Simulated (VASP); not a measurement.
Given:

```
CeO2
1.0
    0.00000     2.71490     2.71490
    2.71490     0.00000     2.71490
    2.71490     2.71490     0.00000
Ce O
1 2
Direct
  0.00000   0.00000   0.00000
  0.25000   0.25000   0.25000
  0.75000   0.75000   0.75000
```

These are PBE GGA with D4 dispersion, VASP's PBE PAW potentials (set 64) (plane waves; VASP) values and carry that method's errors. Settings: 520 eV cut-off, Gaussian smearing of 0.050 eV, potentials Ce O.

Q: What does the run give for the band gap (along the path) with the smallest direct gap where there is one?

A: 
```
Property                               Result
------------------------------------  -------
band gap (along the path)             1.91 eV
smallest direct gap (along the path)  2.00 eV
```

The compound is CeO2 in the fluorite structure. It was relaxed first. The run is not spin-polarised, so no magnetic state was tried.
